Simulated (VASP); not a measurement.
Output of a VASP run:

File OSZICAR:
```
       N       E                     dE             d eps       ncg     rms          rms(c)
DAV:   1     0.767629180903E+03    0.76763E+03   -0.31535E+04  3088   0.116E+03
DAV:   2    -0.173758164325E+02   -0.78500E+03   -0.75896E+03  3236   0.425E+02
DAV:   3    -0.982593333332E+02   -0.80884E+02   -0.79296E+02  3212   0.137E+02
DAV:   4    -0.100877133970E+03   -0.26178E+01   -0.25190E+01  3344   0.231E+01
DAV:   5    -0.100966911026E+03   -0.89777E-01   -0.89229E-01  3722   0.368E+00    0.453E+01
DAV:   6    -0.895605221608E+02    0.11406E+02   -0.13036E+02  3372   0.696E+01    0.194E+01
DAV:   7    -0.875569555154E+02    0.20036E+01   -0.31110E+01  3574   0.353E+01    0.149E+01
DAV:   8    -0.871917191743E+02    0.36524E+00   -0.47221E+00  3296   0.140E+01    0.266E+00
DAV:   9    -0.871186556832E+02    0.73063E-01   -0.33787E-01  3468   0.407E+00    0.748E-01
DAV:  10    -0.871107500990E+02    0.79056E-02   -0.71379E-02  3128   0.183E+00    0.213E-01
DAV:  11    -0.871107763292E+02   -0.26230E-04   -0.35972E-03  3342   0.339E-01    0.867E-02
DAV:  12    -0.871108713758E+02   -0.95047E-04   -0.69774E-04  3212   0.106E-01    0.438E-02
DAV:  13    -0.871108469734E+02    0.24402E-04   -0.21533E-04  3288   0.622E-02    0.738E-03
DAV:  14    -0.871108520052E+02   -0.50318E-05   -0.38434E-05  2750   0.134E-02    0.316E-03
DAV:  15    -0.871108544396E+02   -0.24344E-05   -0.21832E-05  1592   0.539E-03    0.184E-03
DAV:  16    -0.871108559419E+02   -0.15022E-05   -0.14527E-05  1568   0.448E-03    0.110E-03
DAV:  17    -0.871108569637E+02   -0.10218E-05   -0.10186E-05  1568   0.168E-03    0.269E-04
DAV:  18    -0.871108577141E+02   -0.75043E-06   -0.73116E-06  1564   0.125E-03
   1 F= -.87110858E+02 E0= -.85608802E+02  d E =-.300411E+01
```

**OUTCAR**
```
------------------------ aborting loop because EDIFF is reached ----------------------------------------
  FORCE on cell =-STRESS in cart. coord.  units (eV):
  Direction    XX          YY          ZZ          XY          YZ          ZX
  --------------------------------------------------------------------------------------
  Total      -76.4217527    -76.4217824    -72.1532633      0.0000000      0.0000109     -0.0000000
  in kB    -1350.0087492  -1350.0092727  -1274.6048517      0.0000000      0.0001934     -0.0000000
  external PRESSURE =   -1324.8742912 kB  Pullay stress =       0.0000000 kB
  volume of cell :       90.70
      direct lattice vectors                 reciprocal lattice vectors
     2.440824000  1.409210000  4.394681000     0.204848854  0.118269518  0.075849285
    -2.440824000  1.409210000  4.394681000    -0.204848854  0.118269518  0.075849285
     0.000000000 -2.818422000  4.394681000     0.000000000 -0.236539037  0.075849231
 POSITION                                       TOTAL-FORCE (eV/Angst)
 -----------------------------------------------------------------------------------
      0.00000     -0.00000      4.61244         0.000000      0.000000     -0.347490
      0.00000     -0.00000      8.57161         0.000000     -0.000000      0.347490
      0.00000     -0.00000      1.97958         0.000000     -0.000000      0.347490
      0.00000     -0.00000     11.20446         0.000000      0.000000     -0.347490
      0.73638     -1.54297      7.69069         0.630353      1.091804      0.000000
     -0.73638      1.54297      5.49335        -0.630353     -1.091804      0.000000
      0.96806      1.40921      7.69069        -1.260706     -0.000000      0.000000
     -0.96806     -1.40921      5.49335         1.260706     -0.000000      0.000000
     -1.70444      0.13375      7.69069         0.630353     -1.091804      0.000000
      1.70444     -0.13376      5.49335        -0.630353      1.091804      0.000000
 -----------------------------------------------------------------------------------
    total drift:                               -0.000000     -0.000000      0.000000
  FREE ENERGIE OF THE ION-ELECTRON SYSTEM (eV)
  ---------------------------------------------------
  free  energy   TOTEN  =       -87.1108577141 eV

  energy  without entropy=      -84.1067453035  energy(sigma->0) =      -85.60880151
```
(Selected blocks of OUTCAR.)

POSCAR:
```
Cr2O3
1
    2.4408240000     1.4092100000     4.3946810000
   -2.4408240000     1.4092100000     4.3946810000
    0.0000000000    -2.8184220000     4.3946810000
Cr O
4 6
Direct
  0.3498500000   0.3498500000   0.3498500000
  0.6501500000   0.6501500000   0.6501500000
  0.1501500000   0.1501500000   0.1501500000
  0.8498500000   0.8498500000   0.8498500000
  0.5516950000   0.2500000000   0.9483050000
  0.4483050000   0.7500000000   0.0516950000
  0.9483050000   0.5516950000   0.2500000000
  0.0516950000   0.4483050000   0.7500000000
  0.2500000000   0.9483050000   0.5516950000
  0.7500000000   0.0516950000   0.4483050000
```

Question: Write an INCAR and KPOINTS that could have produced this output.

Answer: One answer among several that fit: the input of the run itself, PBE GGA, plane waves, VASP's PBE PAW potentials (set 64).

INCAR:
```
LREAL = .FALSE.   # projection in real space or not
LMAXMIX = 4
LWAVE = .FALSE.
SIGMA = 0.272
ENCUT = 240   # plane-wave cut-off (eV)
ISIF = 2
SYSTEM = Cr2O3
LCHARG = .FALSE.
NELM = 100   # most electronic steps
PREC = Accurate
GGA = PE
LASPH = .TRUE.
EDIFF = 1E-6   # SCF stop (eV)
ALGO = Normal
ISMEAR = -1
```

File KPOINTS:
```
Automatic mesh
0
Gamma
6 6 6
0.5 0.5 0.5
```

POTCAR, in this order: Cr_pv O (PBE.64 set). Program: vasp_std.

At this cut-off the stress carries a Pulay error, which pulls relaxed volumes low.

The structure comes from a computed database's Cr2O3 entry; how it stands against other phases isn't given here. The cell was not relaxed at this level. The run is one of a series of settings (ENCUT = 240, ISPIN removed, the spin start removed, SIGMA = 0.272 against the base run), some of them coarse on purpose. The run is not spin-polarised, so no magnetic state was tried.
